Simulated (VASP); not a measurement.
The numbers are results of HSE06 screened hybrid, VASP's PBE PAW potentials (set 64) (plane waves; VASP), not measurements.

A VASP calculation is set up with these files.

**KPOINTS**
```
K-points
0
gamma
 1 1 1
0 0 0
```

File POSCAR:
```
Ga31As32C
1
   11.5222104212     0.0000000000     0.0000000000
    0.0000000000    11.5222104212     0.0000000000
    0.0000000000     0.0000000000    11.5222104212
Ga As C
31 32 1
Direct
  0.4999098423   0.9995730492   0.9996800946
  0.7501631227   0.2495239407   0.0019109164
  0.7500322467   0.0015932861   0.2496512434
  0.9999500771   0.9998215748   0.9999205516
  0.2497341187   0.2495539740   0.9977870842
  0.4999458313   0.4998354514   0.9998346643
  0.7501866368   0.7500943238   0.9980740856
  0.2495900237   0.9977770804   0.2496120274
  0.4988771367   0.2550972070   0.2551394142
  0.7444033973   0.5008921517   0.2554401083
  0.4999581274   0.9996739862   0.4998904736
  0.7442804089   0.2554546867   0.5010783375
  0.7502950480   0.9979375298   0.7501786559
  0.9998072170   0.4998371147   0.9995780470
  0.2497113935   0.7499097659   0.0015675084
  0.9978420819   0.2495588912   0.2497261045
  0.2551209384   0.4988165509   0.2551065157
  0.5008552296   0.7443257168   0.2554033655
  0.9997294786   0.9998418148   0.4998533430
  0.2553427161   0.2551310357   0.4988733409
  0.7444591054   0.7443275953   0.4990560092
  0.2497827051   0.0015253368   0.7500448917
  0.5010714670   0.2552497202   0.7444345279
  0.7444793611   0.4987904228   0.7444408523
  0.0018036528   0.7499417027   0.2495898508
  0.9998967126   0.4998039969   0.4998962027
  0.2554192677   0.7443181472   0.5008580915
  0.0019825522   0.2494968628   0.7500387083
  0.2555793341   0.5008719216   0.7442314410
  0.4990593316   0.7442610235   0.7443230764
  0.9981348412   0.7499831478   0.7502202349
  0.6235631165   0.1277617282   0.1279001296
  0.8717960178   0.3762875453   0.1280772187
  0.8715326126   0.1280752543   0.3762861775
  0.1250556607   0.1250674380   0.1250482211
  0.3746470306   0.3746298882   0.1246830885
  0.6252072267   0.6252005481   0.1247405787
  0.8748481235   0.8747872252   0.1251001276
  0.3746442021   0.1245730743   0.3746294048
  0.6073663040   0.3922830866   0.3923127073
  0.8751480757   0.6252005158   0.3747091462
  0.6253204307   0.1245810305   0.6252363202
  0.8751606714   0.3746041335   0.6252420240
  0.8749040274   0.1250678930   0.8748581039
  0.1279058971   0.6235367377   0.1277507808
  0.3761791914   0.8715998971   0.1279984533
  0.1247358583   0.3746035810   0.3746764867
  0.3923179685   0.6073170032   0.3923238521
  0.6251866170   0.8749422315   0.3747271554
  0.1280875388   0.1278138354   0.6235238633
  0.3924832614   0.3922171200   0.6074078745
  0.6075034936   0.6072667944   0.6074275702
  0.8718611029   0.8717068721   0.6237316763
  0.3763380892   0.1278893383   0.8717044653
  0.6252927693   0.3746091598   0.8751516418
  0.8717395221   0.6236431138   0.8717372546
  0.1279642619   0.8716903677   0.3762224625
  0.1247341134   0.6251673271   0.6252032680
  0.3747624000   0.8749456874   0.6251472628
  0.1282103438   0.3762597375   0.8715960188
  0.3747877986   0.6251570418   0.8750114414
  0.6237438912   0.8716313725   0.8716921977
  0.1251082737   0.8747701703   0.8748142346
  0.4999007047   0.4998192410   0.4998300231
```

**INCAR**
```
AEXX=0.25
ALGO=Normal
EDIFF=1E-5
ENCUT=400
GGA=PE
HFSCREEN=0.2
ISIF=0
ISMEAR=0
ISPIN=2
ISYM=0
LASPH=.TRUE.
LCHARG=.FALSE.
LHFCALC=.TRUE.
LMAXMIX=4
LORBIT=10
LREAL=Auto
LWAVE=.FALSE.
MAGMOM=64*0.0156
NELM=50
NELMIN=4
NUPDOWN=1
PREC=Normal
PRECFOCK=Fast
SIGMA=0.05
SYSTEM=Ga31As32C
```

POTCAR, in this order: Ga As C (PBE.64 set). Program: vasp_gam. Read from the step before: WAVECAR.

The resulting files:

OUTCAR:
```
 ion  position               nearest neighbor table
   1  0.500  1.000  1.000-  62 2.53  54 2.53  46 2.53  32 2.53
   2  0.750  0.250  0.002-  32 2.49  33 2.49  44 2.50  55 2.51
   3  0.750  0.002  0.250-  32 2.49  34 2.49  38 2.50  49 2.51
   4  1.000  1.000  1.000-  38 2.50  63 2.50  44 2.50  35 2.50
   5  0.250  0.250  0.998-  54 2.49  60 2.49  35 2.50  36 2.51
   6  0.500  0.500  1.000-  55 2.50  61 2.50  36 2.50  37 2.50
   7  0.750  0.750  0.998-  56 2.49  62 2.49  38 2.50  37 2.50
   8  0.250  0.998  0.250-  57 2.49  46 2.49  35 2.50  39 2.51
   9  0.499  0.255  0.255-  36 2.49  39 2.49  32 2.52  40 2.56
  10  0.744  0.501  0.255-  37 2.49  41 2.49  33 2.52  40 2.56
  11  0.500  1.000  0.500-  49 2.50  59 2.50  39 2.50  42 2.50
  12  0.744  0.255  0.501-  42 2.49  43 2.49  34 2.52  40 2.56
  13  0.750  0.998  0.750-  53 2.49  62 2.49  44 2.50  42 2.51
  14  1.000  0.500  1.000-  56 2.53  60 2.53  45 2.53  33 2.53
  15  0.250  0.750  0.002-  45 2.49  46 2.49  63 2.50  61 2.50
  16  0.998  0.250  0.250-  34 2.49  33 2.49  35 2.50  47 2.51
  17  0.255  0.499  0.255-  36 2.49  47 2.49  45 2.52  48 2.56
  18  0.501  0.744  0.255-  37 2.49  49 2.49  46 2.52  48 2.56
  19  1.000  1.000  0.500-  53 2.53  50 2.53  34 2.53  57 2.53
  20  0.255  0.255  0.499-  39 2.49  47 2.49  50 2.52  51 2.56
  21  0.744  0.744  0.499-  41 2.49  49 2.49  53 2.52  52 2.56
  22  0.250  0.002  0.750-  50 2.49  54 2.49  63 2.50  59 2.50
  23  0.501  0.255  0.744-  42 2.49  55 2.49  54 2.52  51 2.56
  24  0.744  0.499  0.744-  43 2.49  55 2.49  56 2.52  52 2.56
  25  0.002  0.750  0.250-  45 2.49  57 2.49  38 2.50  41 2.50
  26  1.000  0.500  0.500-  47 2.50  43 2.50  41 2.50  58 2.50
  27  0.255  0.744  0.501-  58 2.49  59 2.49  57 2.52  48 2.56
  28  0.002  0.249  0.750-  50 2.49  60 2.49  44 2.50  43 2.51
  29  0.256  0.501  0.744-  58 2.49  61 2.49  60 2.52  51 2.56
  30  0.499  0.744  0.744-  61 2.49  59 2.49  62 2.52  52 2.56
  31  0.998  0.750  0.750-  56 2.49  53 2.49  63 2.50  58 2.50
  32  0.624  0.128  0.128-   2 2.49   3 2.49   9 2.52   1 2.53
  33  0.872  0.376  0.128-  16 2.49   2 2.49  10 2.52  14 2.53
  34  0.872  0.128  0.376-  16 2.49   3 2.49  12 2.52  19 2.53
  35  0.125  0.125  0.125-   4 2.50  16 2.50   8 2.50   5 2.50
  36  0.375  0.375  0.125-  17 2.49   9 2.49   6 2.50   5 2.51
  37  0.625  0.625  0.125-  18 2.49  10 2.49   6 2.50   7 2.50
  38  0.875  0.875  0.125-   4 2.50   3 2.50  25 2.50   7 2.50
  39  0.375  0.125  0.375-  20 2.49   9 2.49  11 2.50   8 2.51
...
```

OSZICAR:
```
       N       E                     dE             d eps       ncg     rms          rms(c)
DAV:   1    -0.314021332220E+03   -0.31402E+03   -0.22687E+01   644   0.125E+01    0.133E+01
DAV:   2    -0.314317597553E+03   -0.29627E+00   -0.70061E-01   702   0.136E+00    0.880E+00
DAV:   3    -0.314257549496E+03    0.60048E-01   -0.13197E-01   728   0.624E-01    0.521E+00
DAV:   4    -0.314233543753E+03    0.24006E-01   -0.25749E-02   744   0.287E-01    0.297E+00
DAV:   5    -0.314225490303E+03    0.80534E-02   -0.85858E-03   744   0.159E-01    0.167E+00
DAV:   6    -0.314222912612E+03    0.25777E-02   -0.25268E-03   718   0.892E-02    0.927E-01
DAV:   7    -0.314221871270E+03    0.10413E-02   -0.47643E-04   702   0.500E-02    0.507E-01
DAV:   8    -0.314221585858E+03    0.28541E-03   -0.44928E-04   726   0.374E-02    0.265E-01
DAV:   9    -0.314221498057E+03    0.87801E-04   -0.61717E-05   622   0.176E-02    0.143E-01
DAV:  10    -0.314221475593E+03    0.22464E-04   -0.32843E-05   550   0.119E-02    0.756E-02
DAV:  11    -0.314221474981E+03    0.61137E-06   -0.14204E-05   447   0.758E-03
   1 F= -.31422147E+03 E0= -.31422147E+03  d E =-.108814E-10  mag=     1.0000
```

File OUTCAR:
```
------------------------ aborting loop because EDIFF is reached ----------------------------------------
  volume of cell :     1529.70
      direct lattice vectors                 reciprocal lattice vectors
    11.522210421  0.000000000  0.000000000     0.086788903  0.000000000  0.000000000
     0.000000000 11.522210421  0.000000000     0.000000000  0.086788903  0.000000000
     0.000000000  0.000000000 11.522210421     0.000000000  0.000000000  0.086788903
  FREE ENERGIE OF THE ION-ELECTRON SYSTEM (eV)
  ---------------------------------------------------
  free  energy   TOTEN  =      -314.2214749814 eV

  energy  without entropy=     -314.2214749814  energy(sigma->0) =     -314.22147498

  exchange ACFDT corr.  =         0.00000000  see jH, gK, PRB 81, 115126

 total charge

# of ion       s       p       d       tot
------------------------------------------
    1        1.106   1.107   0.124   2.337
    2        1.087   1.177   0.135   2.399
    3        1.087   1.177   0.135   2.399
    4        1.082   1.183   0.136   2.402
    5        1.087   1.176   0.135   2.398
    6        1.081   1.181   0.136   2.398
    7        1.087   1.177   0.135   2.399
    8        1.087   1.176   0.135   2.398
    9        1.089   1.146   0.129   2.364
   10        1.089   1.147   0.129   2.365
   11        1.081   1.181   0.136   2.398
   12        1.089   1.147   0.129   2.366
   13        1.087   1.178   0.135   2.400
   14        1.106   1.107   0.124   2.337
   15        1.087   1.178   0.135   2.400
   16        1.087   1.176   0.135   2.398
   17        1.089   1.146   0.129   2.365
   18        1.089   1.147   0.129   2.365
   19        1.106   1.107   0.124   2.336
   20        1.089   1.147   0.129   2.365
   21        1.089   1.147   0.129   2.365
   22        1.087   1.177   0.135   2.399
   23        1.089   1.147   0.129   2.365
   24        1.089   1.147   0.129   2.366
   25        1.087   1.177   0.135   2.399
   26        1.081   1.181   0.136   2.398
   27        1.089   1.147   0.129   2.365
   28        1.087   1.177   0.135   2.398
   29        1.089   1.147   0.129   2.366
   30        1.089   1.148   0.129   2.366
   31        1.087   1.178   0.135   2.400
   32        1.222   1.603   0.025   2.850
   33        1.222   1.603   0.025   2.849
   34        1.222   1.603   0.025   2.849
   35        1.213   1.617   0.025   2.854
   36        1.211   1.623   0.026   2.860
   37        1.211   1.623   0.026   2.860
   38        1.213   1.617   0.025   2.855
   39        1.211   1.623   0.026   2.860
   40        1.227   1.522   0.038   2.787
   41        1.211   1.623   0.026   2.860
   42        1.211   1.623   0.026   2.860
   43        1.211   1.623   0.026   2.860
   44        1.213   1.617   0.025   2.854
   45        1.222   1.604   0.025   2.850
   46        1.222   1.603   0.025   2.849
   47        1.211   1.623   0.026   2.860
   48        1.227   1.522   0.038   2.787
   49        1.211   1.623   0.026   2.860
   50        1.222   1.603   0.025   2.850
   51        1.227   1.522   0.038   2.787
   52        1.227   1.522   0.038   2.788
   53        1.222   1.603   0.025   2.850
   54        1.222   1.603   0.025   2.850
   55        1.211   1.623   0.026   2.860
   56        1.222   1.604   0.025   2.850
   57        1.222   1.603   0.025   2.849
   58        1.211   1.623   0.026   2.860
   59        1.211   1.624   0.026   2.861
   60        1.222   1.603   0.025   2.849
   61        1.211   1.624   0.026   2.861
   62        1.222   1.604   0.025   2.850
   63        1.212   1.617   0.025   2.855
   64        0.897   1.277   0.000   2.174
--------------------------------------------------
tot         73.607  88.483   4.947 167.038

 magnetization (x)

# of ion       s       p       d       tot
------------------------------------------
    1        0.038   0.002  -0.000   0.040
    2        0.008   0.000  -0.000   0.008
    3        0.008   0.000  -0.000   0.008
    4        0.001  -0.000  -0.000   0.001
    5        0.008   0.000  -0.000   0.008
    6        0.000  -0.000  -0.000  -0.000
    7        0.007   0.000  -0.000   0.008
    8        0.008   0.000  -0.000   0.008
    9        0.011   0.004   0.000   0.016
   10        0.011   0.004   0.000   0.016
   11        0.000  -0.000  -0.000  -0.000
   12        0.011   0.004   0.000   0.016
   13        0.007   0.000  -0.000   0.008
   14        0.038   0.002  -0.000   0.040
   15        0.007   0.000  -0.000   0.008
   16        0.008   0.000  -0.000   0.008
   17        0.011   0.004   0.000   0.016
   18        0.011   0.004   0.000   0.016
   19        0.038   0.002  -0.000   0.040
   20        0.011   0.004   0.000   0.016
   21        0.011   0.004   0.000   0.016
...
```
(Selected blocks of OUTCAR.)

The supercell is sampled at Γ alone, which is coarse: total energies, pressure and levels can be off, energies of defects by several tenths of an eV.

The cell is a supercell with a defect, built from GaAs (zinc blende): C_Ga. The cell's shape comes from a PBE relaxation.
